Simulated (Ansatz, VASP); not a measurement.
# Ga2Cu (Ga2Cu (P4/mmm)) in two plane-wave programs

One calculation is typed for both programs; each brings its own data sets. How far apart do they land? The cell is taken from a series of runs on this material, whose earlier steps may have relaxed, scaled, displaced or heated it; both programs get it as it stands.

Calculated with Ansatz 0.2.0; plane waves, with VASP 6.6.1 beside it; PBEsol.

## (1) Set-up

Symmetry: P4/mmm, No. 123, tetragonal system. The conventional cell has a = 2.799 Å, b = 2.799 Å, c = 5.803 Å, α = 90.00°, β = 90.00°, γ = 90.00°. Ga has 5 Ga at 2.50 to 2.80 Å and 4 Cu at 2.58 Å nearest. Nearest to Cu lie 8 Ga at 2.58 Å and 4 Cu at 2.80 Å. Farther neighbours are not listed.

Coordinates:

```cif
data_structure
_symmetry_space_group_name_H-M 'P4/mmm'
_symmetry_Int_Tables_number 123
_cell_length_a 2.7994
_cell_length_b 2.7994
_cell_length_c 5.8033
_cell_angle_alpha 90.000
_cell_angle_beta 90.000
_cell_angle_gamma 90.000
_cell_volume 45.48
loop_
_atom_site_label
_atom_site_type_symbol
_atom_site_symmetry_multiplicity
_atom_site_Wyckoff_symbol
_atom_site_fract_x
_atom_site_fract_y
_atom_site_fract_z
_atom_site_occupancy
Ga1 Ga 2 h 0.50000 0.50000 0.28432 1
Cu1 Cu 1 a 0.00000 0.00000 0.00000 1
```

## (2) VASP: relaxation of cell and atoms, PBEsol

The relaxed volume is the usual yardstick between codes: in a stiff, nearly cubic crystal its relative difference is about their pressure difference at one cell divided by the bulk modulus.

Lines of VASP's logs that name or quote its potential files are left out, and so is its time.

INCAR

```
SYSTEM = Ga2Cu
PREC = Accurate
ENCUT = 600
EDIFF = 1E-07
NELM = 120
ISMEAR = -1
SIGMA = 0.05
LREAL = .FALSE.
ALGO = Normal
GGA = PS
NBANDS = 24
LASPH = .TRUE.
LORBIT = 11
LWAVE = .FALSE.
LCHARG = .FALSE.
ISIF = 3
IBRION = 2
NSW = 80
EDIFFG = -0.005
GGA_COMPAT = .FALSE.
NELMIN = 4
```

POSCAR

```
Ga2Cu
1.0
    2.7994360000      0.0000000000      0.0000000000
    0.0000000000      2.7994360000      0.0000000000
    0.0000000000      0.0000000000      5.8033410000
Ga Cu
2 1
Direct
    0.5000000000      0.5000000000      0.2843227720
    0.5000000000      0.5000000000      0.7156772280
    0.0000000000      0.0000000000      0.0000000000
```

KPOINTS

```
Automatic mesh
0
Gamma
14 14 7
0 0 0
```

Potentials, in the order of the species: Ga_d and Cu (PBE family, release 64).

On the command line:

```console
> mpirun -np 1 vasp_std
```

Numbers of over 12 decimals in the logs are rounded to 6 here.

Log:

```text
[banner, memory and clock lines left out]
running    1 mpi-ranks, on    1 nodes
 distrk:  each k-point on    1 cores,    1 groups
 distr:  one band on    1 cores,    1 groups

 POSCAR found type information on POSCAR GaCu
 POSCAR found :  2 types and       3 ions
|                                                                             |
|               ----> ADVICE to this user running VASP <----                  |
|                                                                             |
|     You enforced a specific xc type in the INCAR file but a different       |
|     [... a line on the potential file left out ...]
|     I HOPE YOU KNOW WHAT YOU ARE DOING!                                     |
|                                                                             |

 LDA part: xc-table for (Slater+PW92), standard interpolation
 POSCAR, INCAR and KPOINTS ok, starting setup
 FFT: planning ... GRIDC
 FFT: planning ... GRID_SOFT
 FFT: planning ... GRID
 WAVECAR not read
 entering main loop
       N       E                     dE             d eps       ncg     rms          rms(c)
DAV:   1     0.235863140305E+03    0.23586E+03   -0.19782E+04  7344   0.320E+03
DAV:   2     0.913466011097E+01   -0.22673E+03   -0.22079E+03  6984   0.491E+02
DAV:   3    -0.128897443431E+02   -0.22024E+02   -0.21816E+02  8320   0.145E+02
DAV:   4    -0.132810777672E+02   -0.39133E+00   -0.39082E+00  7960   0.208E+01
DAV:   5    -0.132928024320E+02   -0.11725E-01   -0.11724E-01  9488   0.377E+00    0.127E+01
DAV:   6    -0.147604149572E+02   -0.14676E+01   -0.40712E+01  8888   0.129E+02    0.106E+01
DAV:   7    -0.114142075402E+02    0.33462E+01   -0.97967E+00  9424   0.709E+01    0.227E+00
DAV:   8    -0.114022851421E+02    0.11922E-01   -0.22445E+00 10232   0.270E+01    0.244E+00
DAV:   9    -0.113164118381E+02    0.85873E-01   -0.48199E-01  9360   0.132E+01    0.129E-01
DAV:  10    -0.113177253868E+02   -0.13135E-02   -0.19872E-02  8952   0.145E+00    0.779E-02
DAV:  11    -0.113176495290E+02    0.75858E-04   -0.67655E-04 10632   0.419E-01    0.173E-02
DAV:  12    -0.113176538226E+02   -0.42936E-05   -0.33487E-05  8192   0.469E-02    0.493E-03
DAV:  13    -0.113176543688E+02   -0.54622E-06   -0.15643E-06  9168   0.122E-02    0.334E-03
DAV:  14    -0.113176541539E+02    0.21490E-06   -0.89929E-07  7544   0.215E-02    0.396E-04
DAV:  15    -0.113176541161E+02    0.37790E-07   -0.81230E-08  4616   0.529E-03
   1 F= -.11317654E+02 E0= -.11313542E+02  d E =-.113177E+02
[... from here on, the cycles between the ionic steps are left out ...]
   2 F= -.11319004E+02 E0= -.11314961E+02  d E =-.135028E-02
   3 F= -.11319019E+02 E0= -.11314964E+02  d E =-.136461E-02
   4 F= -.11319019E+02 E0= -.11314966E+02  d E =-.136471E-02
   5 F= -.11319122E+02 E0= -.11315066E+02  d E =-.102691E-03
   6 F= -.11319133E+02 E0= -.11315078E+02  d E =-.114000E-03
   7 F= -.11319115E+02 E0= -.11315064E+02  d E =-.962256E-04
   8 F= -.11319134E+02 E0= -.11315079E+02  d E =-.114778E-03
   9 F= -.11319173E+02 E0= -.11315100E+02  d E =-.395195E-04
  10 F= -.11319181E+02 E0= -.11315094E+02  d E =-.470568E-04
 curvature:  -0.92 expect dE=-0.889E-05 dE for cont linesearch -0.453E-07
 trial: gam= 0.19467 g(F)=  0.184E-06 g(S)=  0.951E-05 ort =-0.178E-05 (trialstep = 0.121E+01)
 search vector abs. value=  0.114E-04
 bond charge predicted
       N       E                     dE             d eps       ncg     rms          rms(c)
DAV:   1    -0.113194324629E+02   -0.25181E-03   -0.42075E-03  7008   0.114E+00    0.119E-01
DAV:   2    -0.113193312027E+02    0.10126E-03   -0.20152E-03  8088   0.995E-01    0.751E-02
DAV:   3    -0.113192084303E+02    0.12277E-03   -0.65151E-04  9360   0.567E-01    0.342E-02
DAV:   4    -0.113191859905E+02    0.22440E-04   -0.37675E-05  9352   0.114E-01    0.744E-03
DAV:   5    -0.113191842631E+02    0.17274E-05   -0.41224E-06  9512   0.307E-02    0.124E-03
DAV:   6    -0.113191842094E+02    0.53617E-07   -0.27501E-07  6104   0.879E-03
  11 F= -.11319184E+02 E0= -.11315101E+02  d E =-.355050E-05
 trial-energy change:   -0.000004  1 .order   -0.000002   -0.000011    0.000007
 step:   0.8616(harm=  0.7589)  dis= 0.00024  next Energy=   -11.319185 (dE=-0.448E-05)
 reached required accuracy - stopping structural energy minimisation
```

OUTCAR, selected parts (step 2):

```text
ion  position               nearest neighbor table
   1  0.500  0.500  0.284-   2 2.50   3 2.58   3 2.58   3 2.58   3 2.58
   2  0.500  0.500  0.716-   1 2.50   3 2.58   3 2.58   3 2.58   3 2.58
   3  0.000  0.000  0.000-   1 2.58   2 2.58   1 2.58   2 2.58   1 2.58   2 2.58   1 2.58   2 2.58

  LATTYP: Found a simple tetragonal cell.
 ALAT       =     2.7994360000
 C/A-ratio  =     2.0730393551

 Subroutine GETGRP returns: Found 16 space group operations
 (whereof 16 operations were pure point group operations)

The static configuration has the point symmetry D_4h.

 Found    144 irreducible k-points:

   k-points           NKPTS =    144   k-points in BZ     NKDIM =    144   number of bands    NBANDS=     24

   dimension x,y,z NGX =    24 NGY =   24 NGZ =   48
   dimension x,y,z NGXF=    48 NGYF=   48 NGZF=   96

   ENCUT  =  600.0 eV  44.10 Ry    6.64 a.u.   5.59  5.59 11.59*2*pi/ulx,y,z

   NELECT =      37.0000    total number of electrons

 k-points in reciprocal lattice and weights: Automatic mesh
   0.00000000  0.00000000  0.00000000       0.001
   0.07142857  0.00000000  0.00000000       0.003
   0.14285714  0.00000000  0.00000000       0.003
   0.21428571  0.00000000  0.00000000       0.003
   0.28571429  0.00000000  0.00000000       0.003
   0.35714286  0.00000000  0.00000000       0.003
   0.42857143  0.00000000  0.00000000       0.003
   0.50000000  0.00000000  0.00000000       0.001
   0.07142857  0.07142857  0.00000000       0.003
[...]
0.50000000  0.42857143  0.42857143       0.006
   0.50000000  0.50000000  0.42857143       0.001

 average (electrostatic) potential at core
       1 -63.3581       2 -63.3581       3 -65.0802

 E-fermi :   6.8283

 k-point     1 :       0.0000    0.0000    0.0000
  band No.  band energies     occupation
    ...
     14       2.4702      2.00000
     15       3.3154      2.00000
     16       3.3154      2.00000
     17       3.4242      2.00000
     18       3.6699      2.00000
     19      13.1000      0.00000
     20      13.5011      0.00000
     21      13.5011      0.00000
     22      16.3790      0.00000
     23      17.5452      0.00000
    ...

 k-point     2 :       0.0714    0.0000    0.0000
  band No.  band energies     occupation
    ...
     14       2.4888      2.00000
     15       3.3126      2.00000
     16       3.3215      2.00000
     17       3.4362      2.00000
     18       3.6458      2.00000
     19      12.3266      0.00000
     20      13.2172      0.00000
     21      13.6240      0.00000
     22      16.1888      0.00000
     23      16.4324      0.00000
    ...

 k-point     3 :       0.1429    0.0000    0.0000
  band No.  band energies     occupation
    ...
     14       2.5387      2.00000
     15       3.3114      2.00000
     16       3.3387      2.00000
     17       3.4691      2.00000
     18       3.5796      2.00000
     19      10.2712      0.00000
     20      13.5419      0.00000
     21      13.9862      0.00000
     22      14.0494      0.00000
     23      16.1082      0.00000
    ...

  Total        0.0082167      0.0082167      0.0051353      0.0000000      0.0000000     -0.0000000
  in kB        0.2915315      0.2915315      0.1822014      0.0000000      0.0000000     -0.0000000
  external PRESSURE =       0.2550881 kB  Pullay stress =       0.0000000 kB

  energy-cutoff  :      600.00
  volume of cell :       45.16
      direct lattice vectors                 reciprocal lattice vectors
     2.801029660 -0.000000000 -0.000000000     0.357011571  0.000000000 -0.000000000
    -0.000000000  2.801029660  0.000000000     0.000000000  0.357011571 -0.000000000
     0.000000000  0.000000000  5.755535014     0.000000000 -0.000000000  0.173745794

 POSITION                                       TOTAL-FORCE (eV/Angst)
 -----------------------------------------------------------------------------------
      1.40051      1.40051      1.63534         0.000000      0.000000      0.003663
      1.40051      1.40051      4.12020        -0.000000     -0.000000     -0.003663
      2.80103      0.00000     -0.00000         0.000000      0.000000      0.000000
 -----------------------------------------------------------------------------------
    total drift:                                0.000000     -0.000000     -0.000000

  FREE ENERGIE OF THE ION-ELECTRON SYSTEM (eV)
  ---------------------------------------------------
  free  energy   TOTEN  =       -11.3191842094 eV

  energy  without entropy=      -11.3110179009  energy(sigma->0) =      -11.31510106

 reached required accuracy - stopping structural energy minimisation

 total charge
# of ion       s       p       d       tot
------------------------------------------
    1        0.923   0.762   9.979  11.664
    2        0.923   0.762   9.979  11.664
    3        0.442   0.443   9.156  10.042
--------------------------------------------------
tot          2.289   1.966  29.115  33.370

[... 3 further parts left out ...]
```

CONTCAR:

```
Ga2Cu
   1.00000000000000
     2.8010296598983566   -0.0000000000000000   -0.0000000000000000
    -0.0000000000000000    2.8010296598983566    0.0000000000000000
     0.0000000000000000    0.0000000000000000    5.7555350136545300
  Ga              Cu
     2     1
Direct
     0.5000000000000000    0.5000000000000000    0.2841331699949640
     0.5000000000000000    0.5000000000000000    0.7158668300050360
     1.0000000000000000    0.0000000000000000    0.0000000000000000
```

This run has no spin polarisation. Its electron count is odd, so without a moment it is a metal by construction.

## (3) Ansatz: relaxation of cell and atoms, PBEsol

Ansatz runs on its default PAW (the set named soft_2) files.

The same cell, functional, mesh and smearing now go to Ansatz.

input.yaml

```yaml
crystal:
  lattice:
    - [2.7994357, 0.0, 0.0]
    - [0.0, 2.7994357, 0.0]
    - [0.0, 0.0, 5.8033406]
  atoms:
    - { symbol: Ga, position: [0.5, 0.5, 0.28432271] }
    - { symbol: Ga, position: [0.5, 0.5, 0.71567729] }
    - { symbol: Cu, position: [0.0, 0.0, 0.0] }
basis:
  ecutwfc: 420
  xc_grid: 2
hamiltonian:
  xc: pbesol
kpoints:
  mp_grid: { grid: [14, 14, 7] }
scf:
  occupations: { method: fermi_dirac, width: 0.05 }
  max_iter: 150
output:
  forces: true
  stress: true
relax:
  f_tol: 0.01
  max_steps: 60
  cell: {}
checkpoint:
  write: "../pbesol.run"
  compress: false
  write_wavefunctions: false
  write_every: 100000
```

On the command line:

```console
> ansatz run input.yaml --threads 1 --pin off --max-ram 2355MiB --backend cpu --events-out ev --progress --plain --runs-dir out
```

Log:

```text
Engine: ansatz 0.2.0, aarch64-unknown-linux-gnu
Pseudopotentials: kind: paw
Pseudopotential: Ga, paw, valence charge 13, recommended cutoff 420 eV (normal), Ga.paw.azcp
Pseudopotential: Cu, paw, valence charge 19, recommended cutoff 420 eV (normal), Cu.paw.azcp
Functional definition: PBEsol
  exchange = pbesol_x
  correlation = pbesol_c
Crystal: 3 atoms, lattice volume = 45.480 Å³
Basis set: ecut = 420 eV, 911 PW (Γ), exchange–correlation on 40×40×80 points (8 copies of the dense FFT grid, shifted against one another)
Bands: 27, of which v1, the nominal top of the filled ones, is band 23 counted from 1 (22 counted from 0)
Symmetry: 16 space group operations
Space group: P4/mmm (ITA 123), of the structure as read, at distance tolerance 3.6e-5 Å
k-points: 144 of 1372
Non-local potential: Ga, projectors of the file, l = 0: 2, l = 1: 2, l = 2: 3, l = 3: 1
Non-local potential: Cu, projectors of the file, l = 0: 3, l = 1: 2, l = 2: 3, l = 3: 1
PAW form: soft (Blöchl's): semilocal exchange-correlation on the pseudo side does not see the compensation charge
PAW frozen core: Ga, regenerated for the run's functional, and the local potential with it (the file was generated under x = pbe(κ = 0.804, μ = 0.219515), c = pbe(β = 0.066725))
PAW frozen core: Cu, regenerated for the run's functional, and the local potential with it (the file was generated under x = pbe(κ = 0.804, μ = 0.219515), c = pbe(β = 0.066725))
PAW one-centre angular grid: Ga, 590 points (default); XC on 64 Gauss nodes
PAW one-centre angular grid: Cu, 590 points (default); XC on 64 Gauss nodes
Initial density: superposition of atomic densities (neutral atoms: chi_scale 0, normalization atom), corrected by the library's trained network
Initial wavefunctions: pseudopotential atomic-orbital guess
Functional: x = pbesol(κ = 0.804, μ = 0.123457), c = pbesol(β = 0.046)
SCF iter   1: F=—  HF=-14075.491452 eV  |F-HF|=—  |Δ(HF+E_count)|=         —  Δρ=1.23e-2  dr2=4.12e-2  ethr=1.77e-3  ⟨swp⟩=5.0  Hψ=13831  notcnv=0
preconditioner: auto → Kerker (q_TF=auto, 2.723 Å⁻¹)  [metal: Δε(μ)=0.009 eV  Ē_g=14.438 eV  σ=0.050 eV  W_gap=0.04  n_scr=16 (ndim 8)  ℏωp=33.5 eV  f_vac=0.008  D(μ)=1.00/eV (n_scr^D=2)]
SCF iter   2: F=—  HF=-14075.484116 eV  |F-HF|=—  |Δ(HF+E_count)|=   7.34e-3  Δρ=1.26e-3  dr2=7.83e-4  ethr=9.16e-5  ⟨swp⟩=2.0  Hψ=6721  notcnv=0  defer=37
SCF iter   3: F=—  HF=-14075.483670 eV  |F-HF|=—  |Δ(HF+E_count)|=   4.46e-4  Δρ=1.48e-3  dr2=9.89e-4  ethr=1.74e-6  ⟨swp⟩=2.3  Hψ=7049  notcnv=0  defer=37
SCF iter   4: F=—  HF=-14075.483434 eV  |F-HF|=—  |Δ(HF+E_count)|=   2.36e-4  Δρ=2.58e-4  dr2=6.83e-5  ethr=1.74e-6  ⟨swp⟩=2.1  Hψ=4832  notcnv=0  defer=37
SCF iter   5: F=—  HF=-14075.483445 eV  |F-HF|=—  |Δ(HF+E_count)|=   1.12e-5  Δρ=1.54e-4  dr2=1.32e-5  ethr=1.52e-7  ⟨swp⟩=3.0  Hψ=7223  notcnv=0  defer=37
SCF iter   6: F=—  HF=-14075.483441 eV  |F-HF|=—  |Δ(HF+E_count)|=   4.19e-6  Δρ=7.95e-5  dr2=4.17e-6  ethr=2.93e-8  ⟨swp⟩=2.0  Hψ=6520  notcnv=0  defer=37
SCF iter   7: F=—  HF=-14075.483441 eV  |F-HF|=—  |Δ(HF+E_count)|=   2.09e-7  Δρ=2.91e-5  dr2=1.03e-6  ethr=9.26e-9  ⟨swp⟩=2.0  Hψ=6383  notcnv=0  defer=37
SCF iter   8: F=-14075.483441 eV  HF=-14075.483441 eV  |F-HF|=5.58e-8  |Δ(HF+E_count)|=   1.85e-7  Δρ=7.71e-6  dr2=6.06e-8  ethr=2.22e-10  ⟨swp⟩=3.0  Hψ=16242  notcnv=0
SCF 1 converged in 8 iterations: F = -14075.483441 eV  dr2 = 6.06e-8
  greatest PAW one-centre occupation: 1.000 electrons in one spin orbital (limit 2), on the Cu atom at site 2 (counted from 0), in its partial waves of l = 0
relax step   1: F+E_penalty+E_count = -14075.48344120 eV  Δ(F+E_penalty+E_count) = +0.000e0 eV  max|allowed force component| = 1.544e-3 eV/Å  Δτ_max = 0.0000 Å  P = -0.987 GPa  Ω = 45.480 Å³  (8 SCF iters, dr2 threshold 1.00e-7 eV, accepted)
[...]
relax step   2: F+E_penalty+E_count = -14075.48575709 eV  Δ(F+E_penalty+E_count) = -2.316e-3 eV  max|allowed force component| = 1.069e-2 eV/Å  Δτ_max = 0.0005 Å  P = -0.400 GPa  Ω = 45.205 Å³  energy of the carried Pulay correction = +1.023e-4 eV  (7 SCF iters, dr2 threshold 3.00e-7 eV, accepted)
[...]
relax step   3: F+E_penalty+E_count = -14075.48638584 eV  Δ(F+E_penalty+E_count) = -6.288e-4 eV  max|allowed force component| = 3.588e-3 eV/Å  Δτ_max = 0.0028 Å  P = +0.027 GPa  Ω = 45.036 Å³  energy of the carried Pulay correction = +1.642e-4 eV  (6 SCF iters, dr2 threshold 3.00e-7 eV, accepted)
[...]
relax step   4: F+E_penalty+E_count = -14075.48621022 eV  Δ(F+E_penalty+E_count) = +1.756e-4 eV  max|allowed force component| = 3.531e-3 eV/Å  Δτ_max = 0.0000 Å  P = +0.030 GPa  Ω = 45.036 Å³  stress off target by 4.21e-2 GPa  SCF on the basis re-selected at this cell (its energy is not comparable with the rows above)  (8 SCF iters)
basis re-selected at this cell: Δ(F+E_penalty+E_count) = +1.756e-4 eV, ΔP = +0.004 GPa vs the last step (what re-selecting the basis moved, of the pressure what is left beyond the Pulay correction that the steps carried, after the strain that the cell walked since its last selection, with what the two solves' SCF thresholds leave and, on support functions, any second-order correction that the steps lacked; it is no m [...]
SCF converged after 8 iterations
Free energy (F): -14075.486210 eV
Harris-Foulkes:  -14075.486210 eV  (|F-HF|=1.82e-12)
Internal energy: -14075.478333 eV  (E = F + TS)
E sigma→0 (E₀):  -14075.482272 eV
Entropy (-TS):   -0.007877 eV (-2.626 meV/atom)
Fermi energy:    12.760122 eV
--- Per-component energies (eV) ---
  E_band       = -447.372837
  E_kinetic    = 532.945164
  E_local      = -8611.562001  (includes V_loc(G=0)·N_el)
  E_nonlocal   = 1239.968178
  E_hartree    = 3945.404554
  E_xc         = -227.905702
  E_vxc        = -233.922235  (∫ρ·V_xc dr)
  E_paw        = -5521.617602  (= ΣΔE_a)
  E_vpaw       = -1265.611045  (= ΣTr[D̂ρ^β])
  E_aug_tail   = -0.000059  (compensation charges beyond the density's cutoff)
  E_ewald      = -5434.643023
  E_core_change = 1.932158  (= ΣΔE_core)
  E_smearing   = -0.007877  (= −TS)
  E_closure    = 0.000000  (closes the sum)
  Σ components = -14075.486210   (vs F -14075.486210, Δ=0.00e0)
--- Forces (eV/Å), atoms counted from 1 ---
  atom   1  Ga     0.00000000     0.00000000     0.00353149
  atom   2  Ga     0.00000000     0.00000000    -0.00353149
  atom   3  Cu     0.00000000     0.00000000     0.00000000
  max |Σ_I F_I| component: 7.89e-31 eV/Å
--- Stress (GPa, compression-positive) ---
        0.024252       0.000000       0.000000
        0.000000       0.024252       0.000000
        0.000000       0.000000       0.042067
  P = ⅓ Tr σ = 0.0302 GPa (0.302 kbar)
--- Relaxed structure (3 steps of the walk, 3 accepted, 1 SCFs on fresh bases) ---
  F+E_penalty+E_count = -14075.48621022 eV   max|allowed force component| = 3.531e-3 eV/Å   (the final SCF, on the basis selected at the relaxed cell)
  cell:  # Å, volume = 45.0361 Å³
    - [2.801146, 0, 0.0]
    - [0, 2.801146, 0.0]
    - [0.0, 0.0, 5.739708]
  atoms:
    - { symbol: Ga, position: [0.500000, 0.500000, 0.283765] }
    - { symbol: Ga, position: [0.500000, 0.500000, 0.716235] }
    - { symbol: Cu, position: [0, 0, 0.0] }
```

The column dr2 measures how far the density is from self-consistency, as an energy; F and HF (Harris–Foulkes) agree once it is small.

## (4) Side by side

Known differences besides the potentials themselves: the data sets hold 45 valence electrons in Ansatz (on its default PAW (the set named soft_2) files) and 37 in VASP; the cutoff is 420 eV in Ansatz and 600 eV in VASP; Ansatz makes its cores anew for this functional, VASP keeps those of its PBE data sets; Ansatz adds a Pulay correction to the stress that steers its cell, VASP none. Total energies have different zeros and are not compared.

Both answers:

| quantity | Ansatz | VASP | difference |
| --- | --- | --- | --- |
| volume (Å³) | 45.04 | 45.16 | -0.27 % |
| edge a after relaxation, in the typed setting (Å) | 2.801 | 2.801 | +0.00 % |
| edge c after relaxation, in the typed setting (Å) | 5.740 | 5.755 | -0.27 % |

## (5) Outcome

```
difference in edge c after relaxation, in the typed setting (relaxation of cell and atoms, PBEsol) : -0.27 %
```

What this shows: The difference in edge c after relaxation, in the typed setting is -0.27 % (relaxation of cell and atoms, PBEsol), within the 1.2 % picked in this series as the mark of a large difference, as far as the stopping tolerances let one tell. The data sets hold unlike numbers of valence electrons (45 in Ansatz and 37 in VASP), so part of the differences may come from the potentials. Such differences can come from data sets, numerical settings and the points named under the comparisons, not from the functional's error against experiment.

[Lines on the potential files, build, host, timing and source positions are cut from VASP's logs without a mark.]

[Logs are printed without paths, hosts, clocks, repeated set-up lines and the standing remarks that a program may print on its own settings, such as how far it seeks lower states.]

[Hosts, paths, dates, database ids (printed as entryN), source tags and the programs' standing remarks are cut or masked in the printed files.]
